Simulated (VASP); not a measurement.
Runs of VASP 6.6.1 on PmSe. Symmetry: F-43m, No. 216, cubic system. The conventional cell has a = 6.446 Å, b = 6.446 Å, c = 6.446 Å, α = 90.00°, β = 90.00°, γ = 90.00°. Around Pm (site symmetry -43m) lie 4 Se at 2.79 Å. Se (site symmetry -43m) is surrounded by 4 Pm at 2.79 Å. The cell comes from a database or a generator and needn't be the stable form of this composition.

```csv
level,spin,U,fixed moment (μB),gap on the mesh (eV),pressure (GPa),moment (μB)
LDA+U,"collinear, zero start",Pm f U = 4 eV,-,none,2.1,4.87
LDA+U,"collinear, ferromagnetic start",Pm f U = 4 eV,0,-,1.2,0.00
LDA+U,"collinear, random start",Pm f U = 6 eV,-,none,(b),4.67
PBE+U,"collinear, ferromagnetic start",Pm f U = 5 eV,-,none,5.8,5.00
LDA+U,"collinear, random start",Pm f U = 4 eV,-,none,(a),0.93
```

Alike in all rows: task single point; potentials or basis VASP PAW PBE potentials, release 64 (Pm, Se); cell as given; k mesh 5 × 5 × 5; cutoff (eV) 520; smearing gaussian 0.05 eV.

Question: Fill in the values left out.

Answer: (a) 1.7; (b) 1.6.

Caveats: the magnetic or orbital state may not be the lowest; spin-orbit coupling is left out, which moves the levels of the heavy elements; the PAW data sets were made with another functional, which shifts forces and pressure a little (some runs); the moment is held away from its start (some runs); the total moment is fixed, so each spin has its own Fermi level (some runs).

A k mesh can miss the band edges, and the runs leave out spin-orbit coupling on Pm, Se.

A gap of «none» marks a metal or a gap under the smearing width.
